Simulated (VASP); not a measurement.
VASP ran on this input.

**KPOINTS**
```
Automatic mesh
0
Gamma
4 4 4
0 0 0
```

INCAR:
```
SYSTEM  =  PtSb2
PREC  =  Accurate; ENCUT  =  400; LREAL  =  .FALSE.
LASPH  =  .TRUE.
EDIFF  =  1E-6; NELM  =  100; ALGO  =  Normal
LMAXMIX  =  6
ISMEAR  =  1; SIGMA  =  0.1
GGA  =  PE
IBRION  =  2; NSW  =  60; ISIF  =  3
EDIFFG  =  -0.02
LWAVE  =  .FALSE.; LCHARG  =  .FALSE.
```

### POSCAR
```
PtSb2
1
    6.5476405670     0.0000000000     0.0000000000
    0.0000000000     6.5476405670    -0.0000000000
    0.0000000000     0.0000000000     6.5476405670
Sb Pt
8 4
Direct
  0.6251334885   0.8748665115   0.1251334885
  0.1251334885   0.6251334885   0.8748665115
  0.6251334885   0.6251334885   0.6251334885
  0.3748665115   0.3748665115   0.3748665115
  0.8748665115   0.1251334885   0.6251334885
  0.8748665115   0.3748665115   0.1251334885
  0.1251334885   0.8748665115   0.3748665115
  0.3748665115   0.1251334885   0.8748665115
  0.0000000000   0.5000000000   0.5000000000
  0.5000000000   0.0000000000   0.5000000000
  0.0000000000   0.0000000000   0.0000000000
  0.5000000000   0.5000000000   0.0000000000
```

POTCAR, in this order: Sb Pt (PBE.64 set). Program: vasp_std.

Problem. Translate this PBE calculation to Quantum ESPRESSO's pw.x.

Solution. One equivalent input (not run):
```
&CONTROL
  calculation = 'vc-relax'
  pseudo_dir = './pseudo'
  outdir = './out'
  tprnfor = .true.
  tstress = .true.
  nstep = 60
  forc_conv_thr = 0.00078
/
&SYSTEM
  ibrav = 0
  nat = 12
  ntyp = 2
  ecutwfc = 84
  occupations = 'smearing'
  smearing = 'methfessel-paxton'
  degauss = 0.00735
  input_dft = 'pbe'
/
&ELECTRONS
  conv_thr = 7.3e-08
  electron_maxstep = 100
/
&IONS
/
&CELL
/
ATOMIC_SPECIES
  Sb 121.760 Sb.upf
  Pt 195.084 Pt.upf
CELL_PARAMETERS angstrom
     6.5476406    0.0000000    0.0000000
     0.0000000    6.5476406   -0.0000000
     0.0000000    0.0000000    6.5476406
ATOMIC_POSITIONS crystal
  Sb   0.6251335  0.8748665  0.1251335
  Sb   0.1251335  0.6251335  0.8748665
  Sb   0.6251335  0.6251335  0.6251335
  Sb   0.3748665  0.3748665  0.3748665
  Sb   0.8748665  0.1251335  0.6251335
  Sb   0.8748665  0.3748665  0.1251335
  Sb   0.1251335  0.8748665  0.3748665
  Sb   0.3748665  0.1251335  0.8748665
  Pt   0.0000000  0.5000000  0.5000000
  Pt   0.5000000  0.0000000  0.5000000
  Pt   0.0000000  0.0000000  0.0000000
  Pt   0.5000000  0.5000000  0.0000000
K_POINTS automatic
  4 4 4 0 0 0
```
What does not carry over: the potentials are each code's own (VASP's PAW set, PseudoDojo norm-conserving files in pw.x), so ENCUT and ecutwfc are chosen apart and not converted; conv_thr bounds pw.x's estimated SCF error, while EDIFF bounds the energy change between steps; forc_conv_thr acts on force components and is met together with etot_conv_thr.

The compound is PtSb2 in the pyrite structure. This run relaxes it. Symmetry was kept, so distortions that lower it aren't found. The start is the result of an earlier pass.
